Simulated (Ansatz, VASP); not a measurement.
**Cross-check of C214N between VASP and Ansatz**

Aim: how closely do two programs agree when they are given the same cell, functional and k mesh? The structure shown is the end of the Ansatz relaxation below.

Calculated with Ansatz 0.2.0; plane waves, with VASP 6.6.1 beside it; single point at PBE.

### 1. Set-up

The cell holds 215 atoms: 214 C and 1 N. Its edges and angles: a = 10.715 Å, b = 10.715 Å, c = 10.715 Å, α = 90.0°, β = 90.0°, γ = 90.0°. It derives from C (C (Fd-3m)). Nearest the centre at fractional (0.375, 0.375, 0.375): N215 at 0.92 Å, C31 at 1.93 Å, C16 at 1.93 Å, C78 at 1.94 Å, C105 at 2.04 Å, C107 at 2.05 Å, C106 at 2.05 Å, C36 at 2.61 Å. The cell carries charge −1.

### 2. Ansatz: relaxation, PBE

Ansatz runs on its default PAW (the set named soft_2) files.

This run makes the geometry at which the two programs are then compared.

Contents of input.yaml:

```yaml
crystal:
  lattice:
    - [3.57156234, 0.0, 0.0]
    - [0.0, 3.57156234, 0.0]
    - [0.0, 0.0, 3.57156234]
  atoms:
    - { symbol: C, position: [0.0, 0.0, 0.0] }
    - { symbol: C, position: [0.0, 0.5, 0.5] }
    - { symbol: C, position: [0.5, 0.0, 0.5] }
    - { symbol: C, position: [0.5, 0.5, 0.0] }
    - { symbol: C, position: [0.25, 0.25, 0.25] }
    - { symbol: C, position: [0.25, 0.75, 0.75] }
    - { symbol: C, position: [0.75, 0.25, 0.75] }
    - { symbol: C, position: [0.75, 0.75, 0.25] }
  supercell: [3, 3, 3]
  defects: [{ vacancy: 108 }, { substitution: { at: 104, symbol: "N" } }]
total_charge: -1
basis:
  ecutwfc: 420
  xc_grid: 2
hamiltonian:
  xc: pbe
kpoints:
  mp_grid: { grid: [1, 1, 1] }
magnetization:
  spin_polarized: true
  initial_magnetization: 2
  spin_locking: { lock_magnetization: hard }
scf:
  occupations: { method: fermi_dirac, width: 0.01 }
  max_iter: 60
output:
  forces: true
  charged_corrections:
    epsilon: 5.85
    static_epsilon: 5.85
    defect_position: [0.375, 0.375, 0.375]
relax:
  f_tol: 0.01
  max_steps: 80
  random_displacement: { amplitude: 0.05, seed: 8696 }
checkpoint:
  write: "../qm1_M2.relax_smeared.run"
  compress: false
  write_wavefunctions: true
  write_every: 100000
```

Command:

```sh
> ansatz run input.yaml --threads 12 --pin off --max-ram 56524MiB --backend cuda --events-out ev --progress --plain --runs-dir out
```

Numbers of over 12 decimals in the logs are rounded to 6 here.

The log of the run:

```text
Engine: ansatz 0.2.0, aarch64-unknown-linux-gnu
Pseudopotentials: kind: paw
Pseudopotential: C, paw, valence charge 4, recommended cutoff 420 eV (normal), C.paw.azcp
Pseudopotential: N, paw, valence charge 5, recommended cutoff 420 eV (normal), N.paw.azcp
Functional definition: PBE
  parameter kappa = 0.804
  parameter beta = 0.066725
  exchange = pbe_x(kappa = kappa, mu = beta*pi^2/3)
  correlation = pbe_c(beta = beta)
[...]
Crystal: 215 atoms, lattice volume = 1230.094 Å³
Basis set: ecut = 420 eV, 23871 PW (Γ), exchange–correlation on 144×144×144 points (8 copies of the dense FFT grid, shifted against one another)
Bands: 647, of which v1, the nominal top of the filled ones, is band 431 counted from 1 (430 counted from 0)
Symmetry: 1 space group operations
k-points: 1
Non-local potential: C, projectors of the file, l = 0: 2, l = 1: 2, l = 2: 1
Non-local potential: N, projectors of the file, l = 0: 2, l = 1: 2, l = 2: 1
PAW form: soft (Blöchl's): semilocal exchange-correlation on the pseudo side does not see the compensation charge
PAW one-centre angular grid: C, 110 points (default); XC on 64 Gauss nodes
PAW one-centre angular grid: N, 110 points (default); XC on 64 Gauss nodes
Initial density: superposition of atomic densities (chi_scale 0.1, normalization cell, long waves kept (reshape's long-wave potential 0.20 eV rms))
Starting moments: Σ|m| = 2 μB on 215 of 215 sites
Initial wavefunctions: pseudopotential atomic-orbital guess
[...]
Functional: x = pbe(κ = 0.804, μ = 0.219515), c = pbe(β = 0.066725)
SCF iter   1: F=—  HF=-54076.119549 eV  |F-HF|=—  |Δ(HF+E_count)|=         —  Δρ=7.06e-2 (↑7.06e-2 ↓7.03e-2)  dr2=1.73e2  dr2_m=6.66e-1  M=2.000 μB ∫|m|=2.006 μB  β_m=0.30  ethr=3.10e-3  ⟨swp⟩=5.0  Hψ=5282  notcnv=0  defer=218
preconditioner: auto → Resta (q_TF=auto, 2.571 Å⁻¹)  ε∞=4.4  [insulator: Δε(μ)=0.685 eV  Ē_g=16.951 eV  σ=0.010 eV  W_gap=1.00  n_scr=364 (ndim 8)  ℏωp=31.1 eV  f_vac=0.000  D(μ)=0.00/eV (n_scr^D=0)  ε∞_Penn≈4.4]
spin=Collinear: Resta preconditioning applied to the charge; magnetization (m = ρ↑ − ρ↓) channel mixes plain (no charge-response kernel on spin).
SCF iter   2: F=—  HF=-54050.599404 eV  |F-HF|=—  |Δ(HF+E_count)|=    2.55e1  Δρ=5.14e-2 (↑5.14e-2 ↓5.13e-2)  dr2=9.33e1  dr2_m=3.66e-1  M=2.000 μB ∫|m|=2.016 μB  β_m=0.65  ethr=3.10e-3  ⟨swp⟩=3.0  Hψ=2366  notcnv=0  defer=418
[...]
SCF iter   8: F=-54021.621794 eV  HF=-54021.621794 eV  |F-HF|=1.79e-8  |Δ(HF+E_count)|=   4.05e-5  Δρ=7.12e-6 (↑6.93e-6 ↓7.12e-6)  dr2=1.67e-6  dr2_m=4.20e-8  M=2.000 μB ∫|m|=2.183 μB  ethr=2.90e-10  ⟨swp⟩=4.0  Hψ=3124  notcnv=0
SCF 1 converged in 8 iterations: F = -54021.621794 eV  dr2 = 1.67e-6
  greatest PAW one-centre occupation: 0.796 electrons in one spin orbital (limit 2), on the N atom at site 104 (counted from 0), in its partial waves of l = 0
relax step   1: F+E_penalty+E_count = -54021.62179423 eV  Δ(F+E_penalty+E_count) = +0.000e0 eV  max|allowed force component| = 3.202e0 eV/Å  Δτ_max = 0.0000 Å  (8 SCF iters, dr2 threshold 2.50e-6 eV, accepted)
[...]
relax step   2: F+E_penalty+E_count = -54031.76866887 eV  Δ(F+E_penalty+E_count) = -1.015e1 eV  max|allowed force component| = 1.958e0 eV/Å  Δτ_max = 0.1218 Å  (6 SCF iters, dr2 threshold 1.00e-4 eV, accepted)
[...]
relax step   3: F+E_penalty+E_count = -54034.24535468 eV  Δ(F+E_penalty+E_count) = -2.477e0 eV  max|allowed force component| = 1.074e0 eV/Å  Δτ_max = 0.0724 Å  (6 SCF iters, dr2 threshold 1.00e-4 eV, accepted)
[...]
relax step   4: F+E_penalty+E_count = -54034.30157802 eV  Δ(F+E_penalty+E_count) = -5.622e-2 eV  max|allowed force component| = 1.030e-1 eV/Å  Δτ_max = 0.0287 Å  (4 SCF iters, dr2 threshold 1.00e-4 eV, accepted)
[...]
relax step   5: F+E_penalty+E_count = -54034.30292264 eV  Δ(F+E_penalty+E_count) = -1.345e-3 eV  max|allowed force component| = 2.221e-2 eV/Å  Δτ_max = 0.0042 Å  (5 SCF iters, dr2 threshold 6.64e-7 eV, accepted)
[...]
relax step   6: F+E_penalty+E_count = -54034.30302493 eV  Δ(F+E_penalty+E_count) = -1.023e-4 eV  max|allowed force component| = 2.663e-3 eV/Å  Δτ_max = 0.0014 Å  (4 SCF iters, accepted)
[...]
SCF converged after 4 iterations
[...]
- { symbol: C, position: [0.916989, 0.083392, 0.583267] }
    - { symbol: C, position: [0.916787, 0.250004, 0.416624] }
    - { symbol: C, position: [0.666877, 5.2939654969361904e-5, 0.666687] }
    - { symbol: C, position: [0.666778, 0.166706, 0.833451] }
    - { symbol: C, position: [0.833491, -2.5816029070335665e-5, 0.833302] }
    - { symbol: C, position: [0.833641, 0.166706, 0.666588] }
    - { symbol: C, position: [0.750179, 0.083407, 0.749989] }
    - { symbol: C, position: [0.749963, 0.249957, 0.916900] }
    - { symbol: C, position: [0.916755, 0.083262, 0.916565] }
    - { symbol: C, position: [0.917090, 0.249957, 0.749773] }
    - { symbol: C, position: [0.666428, 0.333411, 0.000482031] }
    - { symbol: C, position: [0.667233, 0.499712, 0.166425] }
    - { symbol: C, position: [0.833286, 0.333272, 0.166769] }
    - { symbol: C, position: [0.833671, 0.499851, 5.133562262190561e-6] }
    - { symbol: C, position: [0.750277, 0.416716, 0.083316] }
    - { symbol: C, position: [0.750261, 0.583332, 0.250195] }
    - { symbol: C, position: [0.916787, 0.416535, 0.250093] }
    - { symbol: C, position: [0.916990, 0.583178, 0.083480] }
    - { symbol: C, position: [0.666080, 0.333781, 0.333869] }
    - { symbol: C, position: [0.666624, 0.499981, 0.500069] }
    - { symbol: C, position: [0.833511, 0.333387, 0.499987] }
    - { symbol: C, position: [0.833511, 0.499899, 0.333476] }
    - { symbol: C, position: [0.749834, 0.416775, 0.416863] }
    - { symbol: C, position: [0.750135, 0.583165, 0.583253] }
[...]
- { symbol: C, position: [0.666876, 0.666598, 0.666687] }
    - { symbol: C, position: [0.666869, 0.833298, 0.833387] }
    - { symbol: C, position: [0.833577, 0.666591, 0.833387] }
    - { symbol: C, position: [0.833577, 0.833298, 0.666680] }
    - { symbol: C, position: [0.750216, 0.749938, 0.750027] }
    - { symbol: C, position: [0.750146, 0.916641, 0.916730] }
    - { symbol: C, position: [0.916920, 0.749868, 0.916730] }
    - { symbol: C, position: [0.916920, 0.916641, 0.749957] }
```

The column dr2 measures how far the density is from self-consistency, as an energy; F and HF (Harris–Foulkes) agree once it is small.

### 3. VASP: single point, PBE

The same cell, functional, mesh and smearing now go to VASP, with its own data sets.

Lines of VASP's logs that name or quote its potential files are left out, and so is its time.

Contents of INCAR:

```
SYSTEM = C214N
PREC = Accurate
ENCUT = 520
EDIFF = 1E-06
NELM = 200
ISMEAR = -1
SIGMA = 0.01
LREAL = Auto
ALGO = Normal
GGA = PE
NELECT = 862
NBANDS = 581
ISPIN = 2
MAGMOM = 0 0 0 0 0 -0 -0 -0 0 0 0 0 0 -0 -0 0 0 0 0 0 0 -0 -0 -0 0 0 0 0 0 -0 0 -0 0 0 0 0 -0 -0 -0 -0 0 0 0 0.02 0 -0 -0 -0 0 0 0 0 0 -0 -0 -0 0 0 0.02 0 0 -0 -0 -0 0 0 0 0 -0 0 -0 -0 0 0 0 0 0 0 -0 -0 0 0 0 0 -0 -0 -0 -0 0 0 0 0.02 0 -0 -0 -0 0 0 0 0 -0 -0 -0 -0 0.25 0.25 0.25 -0.01 -0.01 -0.01 0.01 0 0 0.01 -0 -0 -0 -0 0 0 0.02 0 0 -0 -0 -0 0.01 0 0.01 0 -0 -0 -0 -0 0.02 0 0 0 0 0 -0 -0 0 0 0 0 0 -0 -0 -0 0 0.02 0 0 0 -0 -0 -0 0 0 0 0 -0 -0 0 -0 0 0.02 0 0 0 -0 -0 -0 0.01 0.01 0 0 -0 -0 -0 -0 0.02 0 0 0 0 -0 0 -0 0 0 0 0 -0 -0 -0 0 0.02 0 0 0 0 -0 -0 0 0 0 0 0 -0 -0 -0 -0 -0
LORBIT = 11
LWAVE = .FALSE.
LCHARG = .FALSE.
ISIF = 2
NUPDOWN = 2
LASPH = .TRUE.
GGA_COMPAT = .FALSE.
```

Contents of POSCAR:

```
C214N
1.0
   10.7146870200      0.0000000000      0.0000000000
    0.0000000000     10.7146870200      0.0000000000
    0.0000000000      0.0000000000     10.7146870200
C N
214 1
Direct
    0.0000620000      0.9997830000      0.9998720000
    0.9996790000      0.1663000000      0.1663900000
[... 3 atom lines left out ...]
    0.0827500000      0.2494000000      0.2494900000
    0.2496800000      0.0824600000      0.2494900000
    0.2496800000      0.2494000000      0.0825600000
[... 3 atom lines left out ...]
    0.1655500000      0.1652600000      0.3328300000
[... 1 atom line left out ...]
    0.0845600000      0.2501900000      0.5823500000
    0.2504700000      0.0842700000      0.5823500000
    0.2503000000      0.2500300000      0.4125400000
[... 10 atom lines left out ...]
    0.1655500000      0.3327400000      0.1653500000
[... 2 atom lines left out ...]
    0.0845600000      0.5822600000      0.2502800000
    0.2503100000      0.4124500000      0.2501200000
    0.2504700000      0.5822600000      0.0843700000
[... 2 atom lines left out ...]
    0.1685500000      0.3340400000      0.4983700000
    0.1685500000      0.4982800000      0.3341300000
    0.0840400000      0.4164700000      0.4165600000
[... 1 atom line left out ...]
    0.2520900000      0.4176300000      0.5819900000
    0.2520900000      0.5819100000      0.4177200000
[... 33 atom lines left out ...]
    0.3330200000      0.1652600000      0.1653500000
[... 3 atom lines left out ...]
    0.4127300000      0.2500200000      0.2501100000
    0.5825400000      0.0842700000      0.2502800000
    0.5825400000      0.2501900000      0.0843600000
[... 1 atom line left out ...]
    0.3343100000      0.1682700000      0.4983700000
[... 1 atom line left out ...]
    0.4985500000      0.1682700000      0.3341300000
    0.4167500000      0.0837600000      0.4165600000
    0.4179100000      0.2518100000      0.5819900000
[... 1 atom line left out ...]
    0.5821800000      0.2518100000      0.4177200000
[... 9 atom lines left out ...]
    0.3343200000      0.4982800000      0.1683600000
    0.4985500000      0.3340400000      0.1683600000
[... 1 atom line left out ...]
    0.4167500000      0.4164700000      0.0838500000
    0.4179100000      0.5819000000      0.2519000000
    0.5821800000      0.4176300000      0.2519000000
[... 1 atom line left out ...]
    0.3298800000      0.5060300000      0.5061200000
    0.5063100000      0.3296100000      0.5061200000
    0.5063100000      0.5060300000      0.3297000000
    0.4164000000      0.5831000000      0.5831900000
    0.5833800000      0.4161200000      0.5831900000
    0.5833800000      0.5831000000      0.4162100000
    0.3340600000      0.3337800000      0.6658900000
[... 2 atom lines left out ...]
    0.5002600000      0.4999800000      0.6664300000
    0.4170500000      0.4167700000      0.7496500000
[... 11 atom lines left out ...]
    0.3340600000      0.6658000000      0.3338700000
[... 1 atom line left out ...]
    0.5002600000      0.6663500000      0.5000700000
[... 1 atom line left out ...]
    0.4170500000      0.7495600000      0.4168600000
[... 43 atom lines left out ...]
    0.6660800000      0.3337800000      0.3338700000
    0.6666200000      0.4999800000      0.5000700000
[... 38 atom lines left out ...]
    0.3256000000      0.3253200000      0.3254100000
```

Contents of KPOINTS:

```
Automatic mesh
0
Gamma
1 1 1
0 0 0
```

Potentials, in the order of the species: C and N (PBE family, release 64).

Command:

```sh
> export OMP_NUM_THREADS=3
> mpirun -np 1 vasp_gam
```

The log of the run:

```text
[banner, memory and clock lines left out]
running    1 mpi-ranks, on    1 nodes
[...]
Offloading initialized ...    1 GPUs detected
[...]
LDA part: xc-table for (Slater+PW92), standard interpolation
 POSCAR, INCAR and KPOINTS ok, starting setup
[...]
entering main loop
       N       E                     dE             d eps       ncg     rms          rms(c)
DAV:   1     0.618258234331E+04    0.61826E+04   -0.52518E+05  2324   0.155E+03
DAV:   2    -0.140727742625E+04   -0.75899E+04   -0.71103E+04  3062   0.353E+02
DAV:   3    -0.198979591362E+04   -0.58252E+03   -0.57579E+03  2920   0.930E+01
DAV:   4    -0.200386246803E+04   -0.14067E+02   -0.13992E+02  2888   0.157E+01
DAV:   5    -0.200427309516E+04   -0.41063E+00   -0.40974E+00  2920   0.244E+00BRMIX: very serious problems
 the old and the new charge density differ
 old charge density:   861.00000 new  862.00000
    0.577E+01
DAV:   6    -0.195231852310E+04    0.51955E+02   -0.38582E+01  2760   0.777E+00    0.343E+01
DAV:   7    -0.193508435800E+04    0.17234E+02   -0.46319E+01  2696   0.854E+00    0.808E+00
DAV:   8    -0.193539571592E+04   -0.31136E+00   -0.20448E+00  2912   0.185E+00    0.432E+00
DAV:   9    -0.193538426442E+04    0.11451E-01   -0.24282E-01  2848   0.826E-01    0.948E-01
[...]
DAV:  14    -0.193538380075E+04   -0.93497E-04   -0.78562E-05  2872   0.155E-02    0.161E-02
DAV:  15    -0.193538380966E+04   -0.89093E-05   -0.15196E-05  2816   0.607E-03    0.712E-03
DAV:  16    -0.193538380960E+04    0.57465E-07   -0.21005E-06  2040   0.239E-03
   1 F= -.19353838E+04 E0= -.19353838E+04  d E =-.889295E-12  mag=     2.0000
```

OUTCAR, selected parts (step 3):

```text
 magnetization (x)
# of ion       s       p       d       tot
------------------------------------------
    1        0.000   0.000   0.000   0.000
    2        0.000  -0.000   0.000   0.000
    3        0.000  -0.000   0.000   0.000
    4        0.000  -0.000   0.000   0.000
    5       -0.000   0.000   0.000   0.000
    6       -0.000  -0.000   0.000  -0.000
[...]
213       -0.000  -0.000   0.000  -0.000
  214       -0.000  -0.000   0.000  -0.000
  215       -0.001   0.001   0.000  -0.001
--------------------------------------------------
tot          0.162   1.090   0.000   1.252
```

The run ends at a pressure of 2.71 GPa, with forces up to 0.029 eV/Å.

### 4. Side by side

Known differences besides the potentials themselves: VASP starts from the moments at which Ansatz ended; the cutoff is 420 eV in Ansatz and 520 eV in VASP (PREC = Accurate, projectors in real space); site moments are counted in spheres of each program's own size. Total energies have different zeros and are not compared.

Compared:

| quantity | Ansatz | VASP | difference |
| --- | --- | --- | --- |
| total moment, fixed by the input (μB) | 2.00 | 2.00 | 0.00 |
| moment on C105 (μB) | 0.25 | 0.33 | -0.08 |
| moment on C106 (μB) | 0.25 | 0.33 | -0.08 |
| moment on C107 (μB) | 0.25 | 0.33 | -0.08 |

At this near-relaxed geometry the largest component of a force difference is 29 meV/Å. The cell carries a charge of -1 e against a uniform background, so its pressure also hangs on how the neutralising background is counted, and in a defect's cell a gap may be the spacing between its levels.

### 5. Summary of results

```
difference in moment on C105 (single point, PBE) : -0.080 μB
```

What this shows: The difference in moment on C105 is -0.080 μB (single point, PBE). How closely two codes agree says nothing of how well the functional describes the real material.

[Lines on the potential files, build, host, timing and source positions are cut from VASP's logs without a mark.]

[Logs are printed without paths, hosts, clocks, repeated set-up lines and the standing remarks that a program may print on its own settings, such as how far it seeks lower states.]

[Hosts, paths, dates, database ids (printed as entryN), source tags and the programs' standing remarks are cut or masked in the printed files.]
